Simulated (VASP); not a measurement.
## BaZrO3: energy against volume

BaZrO3 (cubic perovskite, Pm-3m, 15.208 Å³/atom and stress up to 0.21 GPa in the relaxed cell, cube axes along x, y and z) under an equal strain ε along all three axes. PBE in VASP (plane waves, PAW), 600 eV, 8×8×8 Γ-centred mesh, Gaussian smearing 0.05 eV; ions are relaxed, or left where forces stay under 0.02 eV/Å, within the symmetry of each cell.

Here V stands for volume and E for E less E0.

```csv
volume (Å³/atom),E less E0 (meV/atom),pressure (GPa)
14.3137,27.84,10.12
14.5339,15.48,7.26
14.7564,6.84,4.59
14.9811,1.75,2.10
15.2081,0.00,-0.21
15.4373,1.46,-2.37
15.6689,5.94,-4.38
15.9028,13.32,-6.24
16.1389,23.40,-7.97
16.6183,?,?
```

**Question.** Fit E against V with the third-order Birch-Murnaghan form, a cubic in V^(-2/3), and predict the withheld value at V = 16.6183.

**Answer.** With u = V^(-2/3) - 0.163, the rows have u = 0.006628, 0.004911, 0.003219, 0.001552, -0.000089, -0.001706, -0.003299, -0.004869, -0.006415. Least squares gives E = 0.016 + 176.8·u + 601183·u² + 827745·u³. Residuals (row less fit): 0.001, -0.002, -0.002, 0.008, -0.005, 0.000, -0.006, 0.008, -0.003; standard error 0.007 (degrees of freedom: 5). Its minimum lies at u = -0.000147, so V0 = (0.162853)^(-3/2) = 15.22. There d²E/du² = 1202000 and d³E/du³ = 4966000, so B0 = (4/9) × 15.22^(-7/3) × 1202000 × 0.160218 = 149 GPa (the last factor turns the table's units into GPa), and B0' = 4 + (2/3) × 0.162853 × (4966000)/1202000 = 4.4. B0' rests on the cubic coefficient alone and has a standard error of 0.1 from these residuals. At the withheld row, u = -0.009441, so E = 0.016 + 176.8 × (-0.009441) + 601183 × (-0.009441)² + 827745 × (-0.009441)³ = 51.235 meV/atom. The calculation gives 51.19 meV/atom, 0.045 meV/atom below the prediction (0.1 % of the range of E in the table). The row lies outside the fitted rows, so this is an extrapolation. From the scatter of the fitted rows alone, a prediction at this place has a standard error of 0.026 meV/atom, so the miss is 1.7 times that.

The primitive cell can neither tilt nor turn polar against its symmetry, as such crystals can under strain. Other structures, which can take over under pressure, weren't tried. The same form fitted to the pressure column gives B0' = 4.4; series where the two differ by over 0.4 aren't shown. Rows are the converged runs of the series near zero and its far end, less any whose ions stayed unrelaxed beside relaxed ones; series whose fitted rows scatter by over a few per cent of the range, as at a crossing or softening among them, aren't shown in this form.
